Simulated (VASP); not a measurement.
A VASP calculation is set up with these files.

INCAR:
```
SIGMA=0.05   ! width (eV)
EDIFFG=-0.01   ! ionic stop
NELM=100
LREAL=F
SYSTEM=MoS2
NSW=60
ENCUT=480
LASPH=T   ! aspherical one-centre terms
ALGO=Normal
LWAVE=F
LCHARG=F
EDIFF=1E-6   ! SCF stop (eV)
ISMEAR=0   ! Gaussian
PREC=Accurate
ISIF=3
LMAXMIX=4   ! l cut-off of mixed one-centre charges
IBRION=2
```

**POSCAR**
```
MoS2
1
    3.1231394201     0.0000000000     0.0000000000
   -1.5615697101     2.7047178111    -0.0000000000
   -0.0000000000    -0.0000000000    12.0668309527
Mo S
2 4
Direct
  0.6666670000   0.3333330000   0.7500000000
  0.3333330000   0.6666670000   0.2500000000
  0.6666670000   0.3333330000   0.3788508170
  0.3333330000   0.6666670000   0.8788508170
  0.3333330000   0.6666670000   0.6211491830
  0.6666670000   0.3333330000   0.1211491830
```

**KPOINTS**
```
Automatic mesh
0
gamma
  9 9 2
```

POTCAR, in this order: Mo_sv S (LDA.64 set). Program: vasp_std.

Problem. Translate this LDA calculation to Ansatz.

Solution. One equivalent input (not run):
Ansatz 0.2 input:
```yaml
crystal:
  lattice:
    - [3.1231394, 0.0000000, 0.0000000]
    - [-1.5615697, 2.7047178, 0.0000000]
    - [0.0000000, 0.0000000, 12.0668310]
  atoms:
    - { symbol: Mo, position: [0.6666670, 0.3333330, 0.7500000] }
    - { symbol: Mo, position: [0.3333330, 0.6666670, 0.2500000] }
    - { symbol: S, position: [0.6666670, 0.3333330, 0.3788508] }
    - { symbol: S, position: [0.3333330, 0.6666670, 0.8788508] }
    - { symbol: S, position: [0.3333330, 0.6666670, 0.6211492] }
    - { symbol: S, position: [0.6666670, 0.3333330, 0.1211492] }
kpoints:
  mp_grid: { grid: [9, 9, 2] }
hamiltonian:
  xc: lda
  pseudopotentials: { kind: paw }
scf:
  occupations: { method: gaussian, width: 0.05 }
  max_iter: 100
relax:
  max_steps: 60
  f_tol: 0.01
  cell: {}
output: { forces: true, stress: true, eigenvalues: true }
```
What does not carry over: each code has its own PAW files, so the cut-off isn't converted (ENCUT is set for VASP's; basis.ecutwfc is left out, and Ansatz then takes the one that its files recommend); Ansatz stops its SCF on the density residual and VASP on the energy change (EDIFF); Ansatz's lda is the Perdew-Wang form, while the LDA potentials of VASP carry Perdew-Zunger's.

The compound is MoS2 in the 2H layered structure. It was relaxed first. The start is the result of an earlier pass.
